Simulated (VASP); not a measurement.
These are r2SCAN+rVV10, VASP's PBE PAW potentials (set 64) (plane waves; VASP) values and carry that method's errors.

The input files of a VASP run:

**KPOINTS**
```
Automatic mesh
0
Gamma
11 11 11
0 0 0
```

INCAR:
```
! general
SYSTEM   = BN
PREC     = Accurate
ENCUT    = 520   ! plane-wave cut-off (eV)
LREAL    = .FALSE.
LASPH    = .TRUE.

! electronic loop
EDIFF    = 1E-6
NELM     = 100   ! most electronic steps
ALGO     = Normal
LMIXTAU  = .TRUE.

! smearing
ISMEAR   = 0   ! Gaussian
SIGMA    = 0.05   ! width (eV)

! functional
METAGGA  = R2SCAN
LUSE_VDW = .TRUE.
BPARAM   = 11.95
CPARAM   = 0.0093

! ions
IBRION   = 2
NSW      = 60   ! most ionic steps
ISIF     = 3   ! ions, shape and volume
EDIFFG   = -0.01

! output
LWAVE    = .FALSE.
LCHARG   = .FALSE.
```

### POSCAR
```
BN
1
    0.0000000000     1.8075000000     1.8075000000
    1.8075000000     0.0000000000     1.8075000000
    1.8075000000     1.8075000000     0.0000000000
B N
1 1
Direct
  0.0000000000   0.0000000000   0.0000000000
  0.2500000000   0.2500000000   0.2500000000
```

POTCAR, in this order: B N (PBE.64 set). Program: vasp_std.

Output

### OSZICAR
```
       N       E                     dE             d eps       ncg     rms          rms(c)
DAV:   1     0.640620287638E+01    0.64062E+01   -0.55339E+03   960   0.103E+03
DAV:   2    -0.221102203668E+02   -0.28516E+02   -0.28013E+02  1224   0.179E+02
DAV:   3    -0.223166483405E+02   -0.20643E+00   -0.20643E+00  1040   0.189E+01
DAV:   4    -0.223168485633E+02   -0.20022E-03   -0.20022E-03  1240   0.516E-01
DAV:   5    -0.223168486626E+02   -0.99319E-07   -0.99319E-07  1000   0.750E-03    0.658E+00
DAV:   6    -0.188117781581E+02    0.35051E+01   -0.17471E+00  1232   0.109E+01    0.401E+00
DAV:   7    -0.193694011382E+02   -0.55762E+00   -0.12469E+00  1008   0.889E+00    0.164E+00
DAV:   8    -0.180205305142E+02    0.13489E+01   -0.10007E+00   912   0.829E+00    0.177E+00
DAV:   9    -0.190694963603E+02   -0.10490E+01   -0.22987E-01   928   0.497E+00    0.430E-01
DAV:  10    -0.190736410625E+02   -0.41447E-02   -0.55930E-02  1176   0.205E+00    0.147E-01
DAV:  11    -0.190693416952E+02    0.42994E-02   -0.41849E-03   904   0.918E-01    0.716E-02
DAV:  12    -0.190724502371E+02   -0.31085E-02   -0.15468E-03   896   0.511E-01    0.239E-02
DAV:  13    -0.190722204005E+02    0.22984E-03   -0.86439E-05   960   0.952E-02    0.869E-03
DAV:  14    -0.190722585513E+02   -0.38151E-04   -0.58313E-06   968   0.318E-02    0.593E-03
DAV:  15    -0.190722553843E+02    0.31671E-05   -0.25497E-06   928   0.201E-02    0.179E-03
DAV:  16    -0.190722586624E+02   -0.32782E-05   -0.39017E-07   448   0.699E-03    0.823E-04
DAV:  17    -0.190722570047E+02    0.16578E-05   -0.49859E-08   448   0.283E-03    0.705E-04
DAV:  18    -0.190722579001E+02   -0.89546E-06   -0.25981E-08   448   0.173E-03
   1 F= -.19072258E+02 E0= -.19072258E+02  d E =-.190723E+02
       N       E                     dE             d eps       ncg     rms          rms(c)
DAV:   1    -0.190730752401E+02   -0.81824E-03   -0.32931E-02   960   0.188E+00    0.226E-01
DAV:   2    -0.190721038760E+02    0.97136E-03   -0.51070E-03  1096   0.572E-01    0.666E-02
DAV:   3    -0.190722130628E+02   -0.10919E-03   -0.22322E-04   976   0.185E-01    0.266E-02
DAV:   4    -0.190721153801E+02    0.97683E-04   -0.12944E-04   896   0.109E-01    0.116E-02
DAV:   5    -0.190722330897E+02   -0.11771E-03   -0.61207E-05   896   0.802E-02    0.381E-03
DAV:   6    -0.190722065433E+02    0.26546E-04   -0.31748E-06   896   0.231E-02    0.238E-03
DAV:   7    -0.190722209448E+02   -0.14401E-04   -0.63783E-07   472   0.997E-03    0.115E-03
DAV:   8    -0.190722196363E+02    0.13084E-05   -0.13616E-07   448   0.364E-03    0.244E-04
DAV:   9    -0.190722199175E+02   -0.28112E-06   -0.17172E-08   448   0.128E-03
   2 F= -.19072220E+02 E0= -.19072220E+02  d E =0.379827E-04
       N       E                     dE             d eps       ncg     rms          rms(c)
DAV:   1    -0.190727049584E+02   -0.48532E-03   -0.88226E-03   960   0.971E-01    0.117E-01
DAV:   2    -0.190724616826E+02    0.24328E-03   -0.13807E-03  1096   0.297E-01    0.344E-02
DAV:   3    -0.190724536196E+02    0.80630E-05   -0.60239E-05   976   0.958E-02    0.138E-02
DAV:   4    -0.190724740882E+02   -0.20469E-04   -0.35115E-05   896   0.565E-02    0.597E-03
DAV:   5    -0.190724620952E+02    0.11993E-04   -0.16443E-05   896   0.416E-02    0.195E-03
DAV:   6    -0.190724793952E+02   -0.17300E-04   -0.81413E-07   656   0.119E-02    0.120E-03
DAV:   7    -0.190724725153E+02    0.68799E-05   -0.17252E-07   448   0.510E-03    0.590E-04
DAV:   8    -0.190724733088E+02   -0.79352E-06   -0.32526E-08   448   0.178E-03
   3 F= -.19072473E+02 E0= -.19072473E+02  d E =-.215409E-03
```

File OUTCAR:
```
------------------------ aborting loop because EDIFF is reached ----------------------------------------
  FORCE on cell =-STRESS in cart. coord.  units (eV):
  Direction    XX          YY          ZZ          XY          YZ          ZX
  --------------------------------------------------------------------------------------
  Total        0.0009662      0.0009662      0.0009662      0.0000000      0.0000000      0.0000000
  in kB        0.1315787      0.1315787      0.1315787      0.0000000      0.0000000      0.0000000
  external PRESSURE =       0.1315787 kB  Pullay stress =       0.0000000 kB
  volume of cell :       11.76
      direct lattice vectors                 reciprocal lattice vectors
    -0.000000000  1.805173072  1.805173072    -0.276981752  0.276981752  0.276981752
     1.805173072  0.000000000  1.805173072     0.276981752 -0.276981752  0.276981752
     1.805173072  1.805173072  0.000000000     0.276981752  0.276981752 -0.276981752
  FREE ENERGIE OF THE ION-ELECTRON SYSTEM (eV)
  ---------------------------------------------------
  free  energy   TOTEN  =       -19.0724733088 eV

  energy  without entropy=      -19.0724733088  energy(sigma->0) =      -19.07247331

 reached required accuracy - stopping structural energy minimisation
```
(Selected blocks of OUTCAR.)

File CONTCAR:
```
BN
   1.00000000000000
    -0.0000000000000000    1.8051730720053185    1.8051730720053185
     1.8051730720053185    0.0000000000000000    1.8051730720053185
     1.8051730720053185    1.8051730720053185    0.0000000000000000
  B               N
     1     1
Direct
     0.0000000000000000    0.0000000000000000    0.0000000000000000
     0.2500000000000000    0.2500000000000000    0.2500000000000000
```

The compound is BN in the zinc blende structure. This run relaxes it. Symmetry was kept, so distortions that lower it aren't found.
